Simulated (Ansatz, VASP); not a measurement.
# Cross-check of SiNi between VASP and Ansatz

Wanted: the spread between two codes on one cell, functional and k mesh. The structure shown is the end of the Ansatz relaxation below.

Calculated with Ansatz 0.2.0; plane waves, with VASP 6.6.1 beside it; single point at PBEsol.

## Step 1: The starting structure

The structure is orthorhombic, space group Pnma (No. 62). Conventional cell: a = 5.096 Å, b = 3.401 Å, c = 5.408 Å, α = 90.00°, β = 90.00°, γ = 90.00°. Nearest to Ni lie 6 Si at 2.26 to 2.38 Å. Nearest to Si lie 6 Ni at 2.26 to 2.38 Å. Farther neighbours are not listed.

## Step 2: Ansatz: relaxation, PBEsol

Ansatz runs on its PAW soft_1 files.

This run makes the geometry at which the two programs are then compared.

input.yaml reads:

```yaml
crystal:
  lattice:
    - [5.13683037, 0.0, 0.0]
    - [0.0, 3.36453096, 0.0]
    - [0.0, 0.0, 5.4082721]
  atoms:
    - { symbol: Ni, position: [0.0092283, 0.25, 0.1870319] }
    - { symbol: Ni, position: [0.4907717, 0.75, 0.6870319] }
    - { symbol: Ni, position: [0.5092283, 0.25, 0.3129681] }
    - { symbol: Ni, position: [0.9907717, 0.75, 0.8129681] }
    - { symbol: Si, position: [0.3210584, 0.75, 0.0862769] }
    - { symbol: Si, position: [0.1789416, 0.25, 0.5862769] }
    - { symbol: Si, position: [0.8210584, 0.75, 0.4137231] }
    - { symbol: Si, position: [0.6789416, 0.25, 0.9137231] }
kpoints:
  mp_grid: { grid: [9, 13, 8] }
scf:
  occupations: { method: fermi_dirac, width: 0.05 }
hamiltonian:
  xc: pbesol
  pseudopotentials: { kind: paw, azcp: { folder: soft_1 }, xc_functional: pbe }
basis:
  ecutwfc: 600
output:
  forces: true
  stress: true
  write_density: true
  write_potential: true
  elf: true
  volumetric_format: npy
relax:
  f_tol: 0.005
  max_steps: 70
  cell: { stress_tol: 0.02, p_target: 0, fix: [c, alpha, beta, gamma] }
```

The run is started by

```
$ ansatz run input.yaml --threads 4 --pin off --max-ram 10240MiB --backend cpu --events-out ev --progress --plain --runs-dir out
```

Numbers of over 12 decimals in the logs are rounded to 6 here.

The program printed:

```text
Engine: ansatz 0.2.0, aarch64-unknown-linux-gnu
Pseudopotentials: kind: paw
Pseudopotential: Ni, paw, valence charge 18, recommended cutoff 420 eV (normal), soft_1/Ni.paw.azcp
Pseudopotential: Si, paw, valence charge 4, recommended cutoff 420 eV (normal), soft_1/Si.paw.azcp
Functional definition: PBEsol
  exchange = pbesol_x
  correlation = pbesol_c
Crystal: 8 atoms, lattice volume = 93.471 Å³
Basis set: ecut = 600 eV, 3109 PW (Γ), exchange–correlation on 90×54×90 points (8 copies of the dense FFT grid, shifted against one another)
Bands: 53, of which v1, the nominal top of the filled ones, is band 44 counted from 1 (43 counted from 0)
Symmetry: 8 space group operations
Space group: Pnma (ITA 62), of the structure as read, at distance tolerance 4.5e-5 Å
k-points: 175 of 936
Non-local potential: Ni, projectors of the file, l = 0: 3, l = 1: 2, l = 2: 3, l = 3: 1
Non-local potential: Si, projectors of the file, l = 0: 2, l = 1: 2, l = 2: 1
PAW form: soft (Blöchl's): semilocal exchange-correlation on the pseudo side does not see the compensation charge
PAW frozen core: Ni, regenerated for the run's functional, and the local potential with it (the file was generated under x = pbe(κ = 0.804, μ = 0.219515), c = pbe(β = 0.066725))
PAW frozen core: Si, regenerated for the run's functional, and the local potential with it (the file was generated under x = pbe(κ = 0.804, μ = 0.219515), c = pbe(β = 0.066725))
PAW one-centre angular grid: Ni, 590 points (default); XC on 64 Gauss nodes
PAW one-centre angular grid: Si, 110 points (default); XC on 64 Gauss nodes
Initial density: superposition of atomic densities (chi_scale 0.1, normalization cell, long waves kept (reshape's long-wave potential 0.00 eV rms))
Initial wavefunctions: pseudopotential atomic-orbital guess
Functional: x = pbesol(κ = 0.804, μ = 0.123457), c = pbesol(β = 0.046)
SCF iter   1: F=—  HF=-25712.179038 eV  |F-HF|=—  |Δ(HF+E_count)|=         —  Δρ=7.55e-2  dr2=6.57e0  ethr=3.10e-3  ⟨swp⟩=6.2  Hψ=39757  notcnv=0  defer=25
preconditioner: auto → Kerker (q_TF=auto, 2.701 Å⁻¹)  [metal: Δε(μ)=0.018 eV  Ē_g=7.684 eV  σ=0.050 eV  W_gap=0.09  n_scr=34 (ndim 8)  ℏωp=28.7 eV  f_vac=0.000  D(μ)=1.46/eV (n_scr^D=4)]
SCF iter   2: F=—  HF=-25711.247051 eV  |F-HF|=—  |Δ(HF+E_count)|=   9.32e-1  Δρ=3.58e-2  dr2=1.95e0  ethr=3.10e-3  ⟨swp⟩=2.1  Hψ=11849  notcnv=0  defer=355
SCF iter   3: F=—  HF=-25710.692112 eV  |F-HF|=—  |Δ(HF+E_count)|=   5.55e-1  Δρ=2.17e-2  dr2=4.51e-1  ethr=2.21e-3  ⟨swp⟩=2.3  Hψ=14898  notcnv=0  defer=355
SCF iter   4: F=—  HF=-25710.615808 eV  |F-HF|=—  |Δ(HF+E_count)|=   7.63e-2  Δρ=6.22e-3  dr2=2.05e-2  ethr=5.12e-4  ⟨swp⟩=3.0  Hψ=15533  notcnv=0  defer=335
SCF iter   5: F=—  HF=-25710.615993 eV  |F-HF|=—  |Δ(HF+E_count)|=   1.85e-4  Δρ=2.33e-3  dr2=4.26e-3  ethr=2.32e-5  ⟨swp⟩=2.3  Hψ=16116  notcnv=0  defer=325
SCF iter   6: F=—  HF=-25710.616839 eV  |F-HF|=—  |Δ(HF+E_count)|=   8.45e-4  Δρ=7.64e-4  dr2=4.40e-4  ethr=4.84e-6  ⟨swp⟩=2.5  Hψ=16435  notcnv=0  defer=325
SCF iter   7: F=—  HF=-25710.616878 eV  |F-HF|=—  |Δ(HF+E_count)|=   3.94e-5  Δρ=1.17e-4  dr2=1.36e-5  ethr=5.00e-7  ⟨swp⟩=2.6  Hψ=16361  notcnv=0  defer=325
SCF iter   8: F=—  HF=-25710.616884 eV  |F-HF|=—  |Δ(HF+E_count)|=   5.84e-6  Δρ=3.38e-5  dr2=8.44e-7  ethr=1.55e-8  ⟨swp⟩=2.7  Hψ=15611  notcnv=0  defer=325
SCF iter   9: F=-25710.616883 eV  HF=-25710.616883 eV  |F-HF|=1.08e-8  |Δ(HF+E_count)|=   2.51e-7  Δρ=4.73e-6  dr2=1.72e-8  ethr=1.14e-10  ⟨swp⟩=8.1  Hψ=67793  notcnv=0
SCF 1 converged in 9 iterations: F = -25710.616883 eV  dr2 = 1.72e-8
  Residual-converged pass: ⟨swp⟩=1.0  Hψ=9975  notcnv=0  max |occ|·‖R‖ = 7.0e-9 eV (tolerance 1.0e-8 eV)  dr2=1.72e-8  dr2_onsite=3.85e-9  max |Δocc| = 7.4e-11
  greatest PAW one-centre occupation: 1.001 electrons in one spin orbital (limit 2), on the Ni atom at site 2 (counted from 0), in its partial waves of l = 1
relax step   1: F+E_penalty+E_count = -25710.61688348 eV  Δ(F+E_penalty+E_count) = +0.000e0 eV  max|allowed force component| = 1.632e-1 eV/Å  Δτ_max = 0.0000 Å  P = +1.994 GPa  Ω = 93.471 Å³  fix = [c, alpha, beta, gamma]  reactions: c +5.162 GPa  (9 SCF iters, dr2 threshold 1.00e-7 eV, accepted)
[...]
relax step   5: F+E_penalty+E_count = -25710.62921392 eV  Δ(F+E_penalty+E_count) = -2.464e-5 eV  max|allowed force component| = 7.752e-4 eV/Å  Δτ_max = 0.0011 Å  P = +0.918 GPa  Ω = 93.738 Å³  energy of the carried Pulay correction = -4.448e-5 eV  fix = [c, alpha, beta, gamma]  reactions: c +2.760 GPa  (6 SCF iters, dr2 threshold 3.79e-8 eV, accepted)
[...]
relax step   6: F+E_penalty+E_count = -25710.62926525 eV  Δ(F+E_penalty+E_count) = -5.133e-5 eV  max|allowed force component| = 7.747e-4 eV/Å  Δτ_max = 0.0000 Å  P = +0.918 GPa  Ω = 93.738 Å³  fix = [c, alpha, beta, gamma]  reactions: c +2.760 GPa  stress off target by 6.52e-3 GPa on what of the cell is left free  SCF on the basis re-selected at this cell (its energy is not comparable with the rows above)  (9 SCF iters)
basis re-selected at this cell: Δ(F+E_penalty+E_count) = -5.133e-5 eV, ΔP = -0.000 GPa vs the last step (what re-selecting the basis moved, of the pressure what is left beyond the Pulay correction that the steps carried, after the strain that the cell walked since its last selection, with what the two solves' SCF thresholds leave and, on support functions, any second-order correction that the steps lacked; it is no measure of the basis error at this ecutwfc). The dense FFT grid was sized anew with the basis: this SCF ran on 45×30×45 points, the steps before it on 45×27×45, so part of this shift can come from that change (see relax.cell in the input reference). [rest of the remark cut]
SCF converged after 9 iterations
Free energy (F): -25710.629265 eV
Harris-Foulkes:  -25710.629265 eV  (|F-HF|=7.28e-12)
Internal energy: -25710.612216 eV  (E = F + TS)
E sigma→0 (E₀):  -25710.620741 eV
Entropy (-TS):   -0.017049 eV (-2.131 meV/atom)
Fermi energy:    15.096501 eV
--- Per-component energies (eV) ---
  E_band       = -1272.525742
  E_kinetic    = 1548.300875
  E_local      = -14883.028682  (includes V_loc(G=0)·N_el)
  E_nonlocal   = -378.748753
  E_hartree    = 7810.668930
  E_xc         = -684.669048
  E_vxc        = -789.058562  (∫ρ·V_xc dr)
  E_paw        = -8476.698474  (= ΣΔE_a)
  E_vpaw       = -2391.329561  (= ΣTr[D̂ρ^β])
  E_aug_tail   = 0.001076  (compensation charges beyond the density's cutoff)
  E_ewald      = -10647.353539
  E_core_change = 0.915400  (= ΣΔE_core)
  E_smearing   = -0.017049  (= −TS)
  E_closure    = 0.000000  (closes the sum)
  Σ components = -25710.629265   (vs F -25710.629265, Δ=0.00e0)
--- Forces (eV/Å), atoms counted from 1 ---
  atom   1  Ni    -0.00077475     0.00000000     0.00009197
  atom   2  Ni     0.00077475     0.00000000     0.00009197
  atom   3  Ni    -0.00077475    -0.00000000    -0.00009197
  atom   4  Ni     0.00077475    -0.00000000    -0.00009197
  atom   5  Si     0.00050124     0.00000000    -0.00003239
  atom   6  Si    -0.00050124    -0.00000000    -0.00003239
  atom   7  Si     0.00050124     0.00000000     0.00003239
  atom   8  Si    -0.00050124    -0.00000000     0.00003239
  max |Σ_I F_I| component: 1.73e-17 eV/Å
--- Stress (GPa, compression-positive) ---
       -0.006515      -0.000000      -0.000000
       -0.000000       0.000052      -0.000000
       -0.000000      -0.000000       2.759902
  P = ⅓ Tr σ = 0.9178 GPa (9.178 kbar)
--- Band table (eV; the first three rows and the last of 175) ---
  k-point 0: bands = [... 40 lower, 13.4919, 13.4932, 13.9698, 14.2461, 15.8077, 16.5903, 18.3568, 18.7698, ... 5 higher]
  k-point 1: bands = [... 40 lower, 13.6103, 13.8443, 13.9317, 14.1910, 15.9890, 16.7951, 18.0083, 18.9363, ... 5 higher]
  k-point 2: bands = [... 40 lower, 13.7472, 13.7877, 14.2140, 14.4316, 16.3206, 17.3018, 17.3390, 18.9227, ... 5 higher]
  k-point 174: bands = [... 40 lower, 13.1527, 13.1527, 13.1919, 13.1919, 17.5707, 17.5707, 18.0704, 18.0704, ... 5 higher]
--- Relaxed structure (5 steps of the walk, 5 accepted, 1 SCFs on fresh bases) ---
  F+E_penalty+E_count = -25710.62926525 eV   max|allowed force component| = 7.747e-4 eV/Å   (the final SCF, on the basis selected at the relaxed cell)
  cell:  # Å, volume = 93.7379 Å³
    - [5.096132, 0, 0]
    - [0, 3.401073, 0]
    - [0, 0, 5.4082721]
  atoms:
    - { symbol: Ni, position: [0.010436, 0.250000, 0.185702] }
    - { symbol: Ni, position: [0.489564, 0.750000, 0.685702] }
    - { symbol: Ni, position: [0.510436, 0.250000, 0.314298] }
    - { symbol: Ni, position: [0.989564, 0.750000, 0.814298] }
    - { symbol: Si, position: [0.322323, 0.750000, 0.091179] }
    - { symbol: Si, position: [0.177677, 0.250000, 0.591179] }
    - { symbol: Si, position: [0.822323, 0.750000, 0.408821] }
    - { symbol: Si, position: [0.677677, 0.250000, 0.908821] }
```

In the SCF lines HF is the Harris–Foulkes energy and dr2 the Hartree energy of the density residual, in eV; the loop may stop once dr2 is under the threshold and the program's other checks hold. Hψ counts applications of the Hamiltonian.

## Step 3: VASP: single point, PBEsol, pair 1

The same cell, functional, mesh and smearing now go to VASP, with its own data sets.

Lines of VASP's logs that name or quote its potential files are left out, and so is its time.

INCAR reads:

```
SYSTEM = SiNi
PREC = Accurate
ENCUT = 600
EDIFF = 1E-06
NELM = 120
ISMEAR = -1
SIGMA = 0.05
LREAL = .FALSE.
ALGO = Normal
GGA = PS
NBANDS = 36
LASPH = .TRUE.
LORBIT = 11
LWAVE = .FALSE.
LCHARG = .FALSE.
ISIF = 2
GGA_COMPAT = .FALSE.
KPAR = 2
```

POSCAR reads:

```
SiNi
1.0
    5.0961323027      0.0000000000      0.0000000000
    0.0000000000      3.4010730081      0.0000000000
    0.0000000000      0.0000000000      5.4082721000
Ni Si
4 4
Direct
    0.0104355591      0.2500000000      0.1857024499
    0.4895644409      0.7500000000      0.6857024499
    0.5104355591      0.2500000000      0.3142975501
    0.9895644409      0.7500000000      0.8142975501
    0.3223231858      0.7500000000      0.0911786439
    0.1776768142      0.2500000000      0.5911786439
    0.8223231858      0.7500000000      0.4088213561
    0.6776768142      0.2500000000      0.9088213561
```

KPOINTS reads:

```
Automatic mesh
0
Gamma
9 13 8
0 0 0
```

Potentials, in the order of the species: Ni and Si (PBE family, release 64).

The run is started by

```
$ mpirun -np 2 vasp_std
```

The program printed:

```text
[banner, memory and clock lines left out]
running    2 mpi-ranks, on    1 nodes
 distrk:  each k-point on    1 cores,    2 groups
 distr:  one band on    1 cores,    1 groups

 POSCAR found type information on POSCAR NiSi
 POSCAR found :  2 types and       8 ions
|                                                                             |
|               ----> ADVICE to this user running VASP <----                  |
|                                                                             |
|     You enforced a specific xc type in the INCAR file but a different       |
|     [... a line on the potential file left out ...]
|     I HOPE YOU KNOW WHAT YOU ARE DOING!                                     |
|                                                                             |

 LDA part: xc-table for (Slater+PW92), standard interpolation
 POSCAR, INCAR and KPOINTS ok, starting setup
 FFT: planning ... GRIDC
 FFT: planning ... GRID_SOFT
 FFT: planning ... GRID
 WAVECAR not read
 entering main loop
       N       E                     dE             d eps       ncg     rms          rms(c)
DAV:   1     0.391220220179E+03    0.39122E+03   -0.26876E+04 12600   0.205E+03
DAV:   2    -0.249400799879E+02   -0.41616E+03   -0.40233E+03 12608   0.406E+02
DAV:   3    -0.588079434990E+02   -0.33868E+02   -0.32739E+02 13648   0.138E+02
DAV:   4    -0.601112031832E+02   -0.13033E+01   -0.12902E+01 15508   0.244E+01
DAV:   5    -0.601534592165E+02   -0.42256E-01   -0.42220E-01 15684   0.424E+00    0.300E+01
DAV:   6    -0.696167577418E+02   -0.94633E+01   -0.17376E+02 14704   0.189E+02    0.374E+01
DAV:   7    -0.521517582470E+02    0.17465E+02   -0.51730E+01 14740   0.117E+02    0.658E+00
DAV:   8    -0.523964393869E+02   -0.24468E+00   -0.79564E+00 18664   0.210E+01    0.408E+00
DAV:   9    -0.522553165460E+02    0.14112E+00   -0.71178E-01 14880   0.114E+01    0.837E-01
DAV:  10    -0.522524010698E+02    0.29155E-02   -0.31687E-02 15020   0.193E+00    0.480E-01
DAV:  11    -0.522508088416E+02    0.15922E-02   -0.55461E-03 18672   0.893E-01    0.143E-01
DAV:  12    -0.522507615252E+02    0.47316E-04   -0.30467E-04 14392   0.122E-01    0.674E-02
DAV:  13    -0.522507293002E+02    0.32225E-04   -0.60311E-05 19632   0.715E-02    0.262E-02
DAV:  14    -0.522507282904E+02    0.10098E-05   -0.15968E-05 18244   0.262E-02    0.711E-03
DAV:  15    -0.522507281438E+02    0.14655E-06   -0.17197E-06  7868   0.193E-02
   1 F= -.52250728E+02 E0= -.52242268E+02  d E =-.169193E-01
```

From OUTCAR (step 3):

```text
ion  position               nearest neighbor table
   1  0.010  0.250  0.186-   8 2.26   7 2.29   7 2.29   6 2.35   5 2.38   5 2.38   4 2.63   4 2.63
                             3 2.64   3 2.64
   2  0.490  0.750  0.686-   7 2.26   8 2.29   8 2.29   5 2.35   6 2.38   6 2.38   3 2.63   3 2.63
                             4 2.64   4 2.64
   3  0.510  0.250  0.314-   6 2.26   5 2.29   5 2.29   8 2.35   7 2.38   7 2.38   2 2.63   2 2.63
                             1 2.64   1 2.64
   4  0.990  0.750  0.814-   5 2.26   6 2.29   6 2.29   7 2.35   8 2.38   8 2.38   1 2.63   1 2.63
                             2 2.64   2 2.64
   5  0.322  0.750  0.091-   4 2.26   3 2.29   3 2.29   2 2.35   1 2.38   1 2.38   8 2.67   8 2.67
                             7 3.07   7 3.07
   6  0.178  0.250  0.591-   3 2.26   4 2.29   4 2.29   1 2.35   2 2.38   2 2.38   7 2.67   7 2.67
                             8 3.07   8 3.07
   7  0.822  0.750  0.409-   2 2.26   1 2.29   1 2.29   4 2.35   3 2.38   3 2.38   6 2.67   6 2.67
                             5 3.07   5 3.07
   8  0.678  0.250  0.909-   1 2.26   2 2.29   2 2.29   3 2.35   4 2.38   4 2.38   5 2.67   5 2.67
                             6 3.07   6 3.07

  LATTYP: Found a simple orthorhombic cell.
 ALAT       =     3.4010730081
 B/A-ratio  =     1.4983895643
 C/A-ratio  =     1.5901664231

 Subroutine GETGRP returns: Found  8 space group operations
 (whereof  2 operations were pure point group operations)

The static configuration has the point symmetry S_2 .
 The point group associated with its full space group is D_2h.

 Found    175 irreducible k-points:

   k-points           NKPTS =    175   k-points in BZ     NKDIM =    175   number of bands    NBANDS=     36

   dimension x,y,z NGX =    42 NGY =   28 NGZ =   48
   dimension x,y,z NGXF=    84 NGYF=   56 NGZF=   96

   ENCUT  =  600.0 eV  44.10 Ry    6.64 a.u.  10.18  6.79 10.80*2*pi/ulx,y,z

   NELECT =      56.0000    total number of electrons

 k-points in reciprocal lattice and weights: Automatic mesh
   0.00000000  0.00000000  0.00000000       0.001
   0.11111111  0.00000000  0.00000000       0.002
   0.22222222  0.00000000  0.00000000       0.002
   0.33333333  0.00000000  0.00000000       0.002
   0.44444444  0.00000000  0.00000000       0.002
   0.00000000  0.07692308  0.00000000       0.002
   0.11111111  0.07692308  0.00000000       0.004
   0.22222222  0.07692308  0.00000000       0.004
   0.33333333  0.07692308  0.00000000       0.004
[...]
0.33333333  0.46153846  0.50000000       0.004
   0.44444444  0.46153846  0.50000000       0.004

 average (electrostatic) potential at core
       1 -81.0740       2 -81.0740       3 -81.0740       4 -81.0740       5 -78.6531
       6 -78.6531       7 -78.6531       8 -78.6531

 E-fermi :  10.7919

 k-point     1 :       0.0000    0.0000    0.0000
  band No.  band energies     occupation
    ...
     24       8.7562      2.00000
     25       9.2039      2.00000
     26       9.2180      2.00000
     27       9.6573      2.00000
     28       9.9386      2.00000
     29      11.5049      0.00000
     30      12.2761      0.00000
     31      14.0588      0.00000
     32      14.4924      0.00000
     33      14.5926      0.00000
    ...

 k-point     2 :       0.1111    0.0000    0.0000
  band No.  band energies     occupation
    ...
     24       8.7668      2.00000
     25       9.1516      2.00000
     26       9.4436      2.00000
     27       9.6145      2.00000
     28       9.8967      2.00000
     29      11.8874      0.00000
     30      12.4381      0.00000
     31      13.8935      0.00000
     32      14.5731      0.00000
     33      14.5965      0.00000
    ...

 k-point     3 :       0.2222    0.0000    0.0000
  band No.  band energies     occupation
    ...
     24       8.7789      2.00000
     25       9.0370      2.00000
     26       9.3940      2.00000
     27       9.9309      2.00000
     28      10.0931      2.00000
     29      12.7799      0.00000
     30      12.8267      0.00000
     31      13.4059      0.00000
     32      14.5502      0.00000
     33      14.7951      0.00000
    ...

  Total        0.1178041      0.0505656      1.6863365      0.0000000      0.0000000      0.0000000
  in kB        2.0135191      0.8642727     28.8230300      0.0000000      0.0000000      0.0000000
  external PRESSURE =      10.5669406 kB  Pullay stress =       0.0000000 kB

  energy-cutoff  :      600.00
  volume of cell :       93.74
      direct lattice vectors                 reciprocal lattice vectors
     5.096132303  0.000000000  0.000000000     0.196227245  0.000000000  0.000000000
     0.000000000  3.401073008  0.000000000     0.000000000  0.294024856  0.000000000
     0.000000000  0.000000000  5.408272100     0.000000000  0.000000000  0.184901939

 POSITION                                       TOTAL-FORCE (eV/Angst)
 -----------------------------------------------------------------------------------
      0.05318      0.85027      1.00433         0.012947      0.000000     -0.004195
      2.49489      2.55080      3.70847        -0.012947      0.000000     -0.004195
      2.60125      0.85027      1.69981         0.012947      0.000000      0.004195
      5.04295      2.55080      4.40394        -0.012947     -0.000000      0.004195
      1.64260      2.55080      0.49312        -0.000303     -0.000000      0.006507
      0.90546      0.85027      3.19725         0.000303     -0.000000      0.006507
      4.19067      2.55080      2.21102        -0.000303     -0.000000     -0.006507
      3.45353      0.85027      4.91515         0.000303     -0.000000     -0.006507
 -----------------------------------------------------------------------------------
    total drift:                                0.000000     -0.000000      0.000000

  FREE ENERGIE OF THE ION-ELECTRON SYSTEM (eV)
  ---------------------------------------------------
  free  energy   TOTEN  =       -52.2507281438 eV

  energy  without entropy=      -52.2338088179  energy(sigma->0) =      -52.24226848

 total charge
# of ion       s       p       d       tot
------------------------------------------
    1        0.520   0.684   8.471   9.674
    2        0.520   0.684   8.471   9.674
    3        0.520   0.684   8.471   9.674
    4        0.520   0.684   8.471   9.674
    5        0.758   0.863   0.000   1.621
    6        0.758   0.863   0.000   1.621
    7        0.758   0.863   0.000   1.621
    8        0.758   0.863   0.000   1.621
--------------------------------------------------
tot          5.110   6.187  33.883  45.180

[... 3 further parts left out ...]
```

This run has no spin polarisation, so a moment on Ni, if there is one, isn't seen.

## Step 4: Differences

Known differences besides the potentials themselves: the data sets hold 88 valence electrons in Ansatz (on its PAW soft_1 files) and 56 in VASP; Ansatz makes its cores anew for this functional, VASP keeps those of its PBE data sets; Ansatz's pressure holds a Pulay correction, VASP's none. Total energies have different zeros and are not compared.

The two programs side by side:

| quantity | Ansatz | VASP | difference |
| --- | --- | --- | --- |
| pressure (GPa) | 0.92 | 1.06 | -0.14 |

At this near-relaxed geometry the largest component of a force difference is 14 meV/Å.

(Part 1 of 2 ends here.)

[Lines on the potential files, build, host, timing and source positions are cut from VASP's logs without a mark.]

[Logs are printed without paths, hosts, clocks, repeated set-up lines and the standing remarks that a program may print on its own settings, such as how far it seeks lower states.]

[Hosts, paths, dates, database ids (printed as entryN), source tags and the programs' standing remarks are cut or masked in the printed files.]
